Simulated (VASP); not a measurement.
All values below come from r2SCAN meta-GGA, VASP's PBE PAW potentials (set 64) (plane waves; VASP 6.6.1).

VASP input:

POSCAR:
```
AgSb
1
    0.0000000000     2.9523519908     2.9523519908
    2.9523519908     0.0000000000     2.9523519908
    2.9523519908     2.9523519908     0.0000000000
Sb Ag
1 1
Direct
  0.0000000000   1.0000000000   0.0000000000
  0.5000000000   0.5000000000   0.5000000000
```

### KPOINTS
```
Automatic mesh
0
Gamma
10 10 10
0 0 0
```

INCAR:
```
# general
SYSTEM =AgSb
PREC   =Accurate
ENCUT  =480
LREAL  =.FALSE.
LASPH  =.TRUE.   # aspherical one-centre terms

# electronic loop
EDIFF  =1E-7   # SCF stop (eV)
NELM   =100
ALGO   =Normal
LMAXMIX=4
LMIXTAU=.TRUE.

# smearing
ISMEAR =1   # Methfessel-Paxton
SIGMA  =0.1   # width (eV)

# functional
METAGGA=R2SCAN

# ions
ISIF   =2   # forces and stress, cell fixed

# output
LWAVE  =.FALSE.
LCHARG =.FALSE.
```

POTCAR, in this order: Sb Ag (PBE.64 set). Program: vasp_std.

What will the output report for the number of irreducible k-points (NKPTS), number of bands (NBANDS), largest plane-wave count, number of space-group operations, FFT grid (NGX, NGY, NGZ)?

```yaml
number of irreducible k-points (NKPTS): 47
number of bands (NBANDS): 12
largest_plane_wave_count: 1244
number_of_space_group_operations: 48
FFT grid (NGX, NGY, NGZ): 30 × 30 × 30
```

The structure was generated: AgSb was put into the rocksalt type (Fm-3m), which need not be its known phase. This cell was strained or had an atom moved on purpose.
